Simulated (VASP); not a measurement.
```xyz
2
Lattice="1.1450 -1.9832 0.0000 1.1450 1.9832 0.0000 0.0000 0.0000 3.5800" Properties=species:S:1:pos:R:3 pbc="T T T"
Be     1.1450     0.6611     0.8950
Be     1.1450    -0.6611     2.6850
```

Level of theory: PBE GGA, VASP's PBE PAW potentials (set 64) (plane waves; VASP). Numerical set-up: 300 eV cut-off, 11×11×6 Γ-centred mesh, Fermi-Dirac smearing of 0.10 eV, potentials Be.

Question: Give the energies of bands 1 to 4 at the high-symmetry points, in eV from the Fermi level.

Answer: 
```tsv
band	Γ	M	K	A	L	H
1	-11.48	-5.21	-2.73	-9.32	-3.83	-1.41
2	-4.55	-3.42	-1.33	-9.32	-3.83	-1.41
3	0.86	3.30	-1.33	10.41	1.19	0.08
4	15.23	6.14	6.30	10.41	1.19	0.08
```

It has no gap at this level: it comes out as a metal or semimetal.

The structure is a typed Be crystal (P6_3/mmc). The cell was not relaxed at this level.
